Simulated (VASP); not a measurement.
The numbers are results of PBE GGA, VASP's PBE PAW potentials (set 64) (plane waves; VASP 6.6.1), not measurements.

Input for VASP

### POSCAR
```
Y
1
    1.8250000000    -3.1609930000     0.0000000000
    1.8250000000     3.1609930000     0.0000000000
    0.0000000000     0.0000000000     5.7300000000
Y
2
Direct
  0.3333330000   0.6666670000   0.2500000000
  0.6666670000   0.3333330000   0.7500000000
```

INCAR:
```
SYSTEM = Y
PREC = Accurate
ENCUT = 300
EDIFF = 1E-6
NELM = 100
ALGO = Normal
LREAL = .FALSE.
LASPH = .TRUE.
ISMEAR = -1
SIGMA = 0.1
GGA = PE
LMAXMIX = 4
LWAVE = .FALSE.
LCHARG = .FALSE.
ISIF = 2
```

**KPOINTS**
```
Automatic mesh
0
Gamma
3 3 2
0 0 0
```

POTCAR, in this order: Y_sv (PBE.64 set). Program: vasp_std.

The run wrote:

### OSZICAR
```
       N       E                     dE             d eps       ncg     rms          rms(c)
DAV:   1     0.629011476830E+02    0.62901E+02   -0.87747E+03   196   0.925E+02
DAV:   2    -0.527153859304E+01   -0.68173E+02   -0.67310E+02   215   0.213E+02
DAV:   3    -0.131295340240E+02   -0.78580E+01   -0.78077E+01   338   0.411E+01
DAV:   4    -0.132470131712E+02   -0.11748E+00   -0.11725E+00   194   0.620E+00
DAV:   5    -0.132519444768E+02   -0.49313E-02   -0.49292E-02   251   0.820E-01    0.306E+01
DAV:   6    -0.129107579523E+02    0.34119E+00   -0.44484E-01   180   0.472E+00    0.190E+01
DAV:   7    -0.128501469867E+02    0.60611E-01   -0.85965E-01   219   0.602E+00    0.190E+00
DAV:   8    -0.128394547505E+02    0.10692E-01   -0.17518E-01   215   0.270E+00    0.130E+00
DAV:   9    -0.128382864269E+02    0.11683E-02   -0.37681E-03   267   0.428E-01    0.399E-01
DAV:  10    -0.128384087268E+02   -0.12230E-03   -0.19118E-03   180   0.414E-01    0.372E-01
DAV:  11    -0.128383181958E+02    0.90531E-04   -0.17831E-04   188   0.121E-01    0.297E-02
DAV:  12    -0.128383150425E+02    0.31533E-05   -0.26513E-05   223   0.433E-02    0.253E-02
DAV:  13    -0.128383156398E+02   -0.59730E-06   -0.62947E-06   187   0.238E-02
   1 F= -.12838316E+02 E0= -.12772845E+02  d E =-.130941E+00
```

OUTCAR:
```
------------------------ aborting loop because EDIFF is reached ----------------------------------------
  FORCE on cell =-STRESS in cart. coord.  units (eV):
  Direction    XX          YY          ZZ          XY          YZ          ZX
  --------------------------------------------------------------------------------------
  Total       -0.4113964     -0.4113965     -0.5460676     -0.0000000     -0.0000000     -0.0000000
  in kB       -9.9701133     -9.9701150    -13.2338431     -0.0000000     -0.0000000     -0.0000000
  external PRESSURE =     -11.0580238 kB  Pullay stress =       0.0000000 kB
  volume of cell :       66.11
      direct lattice vectors                 reciprocal lattice vectors
     1.825000000 -3.160993000  0.000000000     0.273972603 -0.158178142  0.000000000
     1.825000000  3.160993000  0.000000000     0.273972603  0.158178142  0.000000000
     0.000000000  0.000000000  5.730000000     0.000000000  0.000000000  0.174520070
 POSITION                                       TOTAL-FORCE (eV/Angst)
 -----------------------------------------------------------------------------------
      1.82500      1.05367      1.43250        -0.000000      0.000000      0.000000
      1.82500     -1.05367      4.29750         0.000000     -0.000000      0.000000
 -----------------------------------------------------------------------------------
    total drift:                                0.000000      0.000522     -0.000008
  FREE ENERGIE OF THE ION-ELECTRON SYSTEM (eV)
  ---------------------------------------------------
  free  energy   TOTEN  =       -12.8383156398 eV

  energy  without entropy=      -12.7073746290  energy(sigma->0) =      -12.77284513
```
(Selected blocks of OUTCAR.)

At this cut-off the stress carries a Pulay error, which pulls relaxed volumes low.

The structure is a typed Y crystal (P6_3/mmc). The cell was not relaxed at this level. The k-mesh is coarse (spacing up to 0.66 per Å, 2π included), so the numbers may not be converged in it. The run is one of a series of settings (KPOINTS 3×3×2 Γ-centred mesh against the base run), some of them coarse on purpose.
